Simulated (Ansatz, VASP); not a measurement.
Sr3Sc in VASP and in Ansatz

```
Sr Sc
1.0
    -2.74373    2.74373    5.70852
     2.74373   -2.74373    5.70852
     2.74373    2.74373   -5.70852
Sr Sc
3 1
Direct
  0.50000 0.50000 0.00000
  0.25000 0.75000 0.50000
  0.75000 0.25000 0.50000
  0.00000 0.00000 0.00000
```

Change from the starting cell: volume scaled by 0.96.

Alike in both runs: task single point; functional PBE; k mesh 7 × 7 × 7; occupations fermi-dirac, width 0.05 eV; no spin polarisation.

|  | VASP | Ansatz |
| --- | --- | --- |
| version | VASP 6.6.1 | Ansatz 0.2.0 |
| potentials or method | VASP PAW PBE potentials, release 64 (Sr_sv, Sc_sv) | Ansatz PAW |
| plane-wave cutoff (eV) | 520 | 420 |
| valence electrons in the cell | 41 | 41 |

```tsv
	VASP	Ansatz	Ansatz less VASP
gap on the k mesh at the Fermi level (eV)	none	none	-
pressure (GPa)	0.7	0.7	-0.01
largest component of the traceless stress (GPa)	0.22	0.22	-0.001
```

A gap of «none» marks a metal or a gap that the smearing closes.
